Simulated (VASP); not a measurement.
Write the native input for VASP 6.6.1 that does the following.

```yaml
Task: relaxation of cell and atoms
Functional: PBE
Potentials_or_basis: VASP PAW PBE potentials, release 64 (Mg, Cd, Se, O)
Cutoff: 520 eV
k_mesh: 3 × 3 × 2
Occupations: gaussian, width 0.15 eV
Spin: no spin polarisation
Further_INCAR_settings: PREC = Normal; ALGO = Fast; EDIFF = 0.0001; IBRION = 2; EDIFFG = -0.08; NSW = 24; ISIF = 3
```

The structure of Mg3CdSe2O2 lies in POSCAR:

```
Mg3CdSe2O2
1.0
    4.6708703100      0.0000000000      0.0000000000
    0.0000000000      4.6708703100      0.0000000000
    0.0000000000      0.0000000000      7.5721169800
Mg Cd Se O
3 1 2 2
Direct
    0.0000000000      0.5000000000      0.0000000000
    0.5000000000      0.0000000000      0.0000000000
    0.5000000000      0.5000000000      0.5000000000
    0.5000000000      0.5000000000      0.0000000000
    0.5000000000      0.5000000000      0.2612384600
    0.5000000000      0.5000000000      0.7387615400
    0.0000000000      0.0000000000      0.0000000000
    0.0000000000      0.0000000000      0.5000000000
```

The cell was built by a generator and needn't be a form met in nature.

One way to write it, as run:

INCAR

```
PREC = Normal
ENCUT = 520
EDIFF = 1E-4
ISMEAR = 0
SIGMA = 0.15
LREAL = False
LASPH = True
NELM = 60
ALGO = Fast
ISIF = 3
LWAVE = False
LCHARG = False
GGA = PE
IBRION = 2
NSW = 24
EDIFFG = -0.08
KPAR = 2
```

KPOINTS

```
regular mesh
0
Gamma
  3 3 2
```

Potentials or basis: VASP PAW PBE potentials, release 64 (Mg, Cd, Se, O).

The run is started by

```sh
$ cat potpaw_PBE.64/Mg/POTCAR potpaw_PBE.64/Cd/POTCAR potpaw_PBE.64/Se/POTCAR potpaw_PBE.64/O/POTCAR > POTCAR
$ mpirun -np 2 vasp_std > vasp.out
```

Results of the run:

| Property | Result |
| --- | --- |
| Relaxed volume | 28.01 Å³/atom |
| Relaxed cell | a = 4.787 Å, b = 4.787 Å, c = 9.778 Å, α = 90.00°, β = 90.00°, γ = 90.00° |
| Space group after relaxing (to 0.05 Å) | P4/mmm (No. 123) |
| Energy gained by relaxing | 1496.7 meV/atom |
| Ionic steps | 8 |
| Pressure after relaxing | -0.1 GPa |
| Largest force after relaxing | 0.043 eV/Å |
| Band gap on the k mesh | none (metal or under the smearing width) |

Caveat: the k mesh is coarse (spacing up to 0.45 Å⁻¹), so the values aren't converged; the volume moved by over 15 % at a fixed basis, so the end points are rough; the relaxation stopped at a loose force limit of 0.08 eV/Å, so its end isn't a converged minimum.

Run time: 92 s on 2 MPI ranks on Intel(R) Xeon(R) Platinum 8488C (Sapphire Rapids), with other jobs on the host, peak memory 0.2 GiB a rank.
